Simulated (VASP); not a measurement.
Data:

```
CELL_PARAMETERS angstrom
      2.97175     0.00000     0.00000
      0.00000     2.97175     0.00000
      0.00000     0.00000     2.97175
ATOMIC_POSITIONS crystal
  Hg 0.00000 0.00000 0.00000
  O  0.50000 0.50000 0.50000
```

The numbers are results of PBEsol GGA, VASP's PBE PAW potentials (set 64) (plane waves; VASP 6.6.1), not measurements. Run with 620 eV cut-off, 12×12×12 Γ-centred mesh, first-order Methfessel-Paxton smearing of 0.10 eV, potentials Hg O.

Unless said otherwise, spin-orbit coupling is left out, though it shifts the bands of the heavy elements here.

**Question.** Estimate the energy per atom (σ→0), band gap (on the k-mesh) with the smallest direct gap where there is one.

**Answer.** 
| Quantity | Value |
|---|---|
| band gap (on the k-mesh) | none (metal, semimetal or under 0.01 eV) |
| energy per atom (σ→0) | -2.798 eV/atom |

Total energies compare only between runs with the same potentials, cut-off and functional.

The structure was generated: HgO was put into the CsCl type type (Pm-3m), which need not be its known phase. It was relaxed first, which changed the volume by +54 %.
